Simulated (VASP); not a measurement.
Here is the system:

```xyz
2
Lattice="1.6395 -2.8397 0.0000 1.6395 2.8397 0.0000 0.0000 0.0000 5.0760" Properties=species:S:1:pos:R:3 pbc="T T T"
Sc     1.6395     0.9466     1.2690
Sc     1.6395    -0.9466     3.8070
```

All values below come from PBEsol GGA, VASP's PBE PAW potentials (set 64) (plane waves; VASP). Settings: 500 eV cut-off, 13×13×7 Γ-centred mesh, first-order Methfessel-Paxton smearing of 0.10 eV, potentials Sc_sv.

Problem. Predict the energy per atom (σ→0), band gap (on the k-mesh) with the smallest direct gap where there is one.

Solution. 
| Quantity | Value |
|---|---|
| band gap (on the k-mesh) | none (metal, semimetal or under 0.01 eV) |
| energy per atom (σ→0) | -6.605 eV/atom |

Total energies compare only between runs with the same potentials, cut-off and functional.

The compound is Sc in the hcp structure. It was relaxed first, which changed the volume by -5 %.
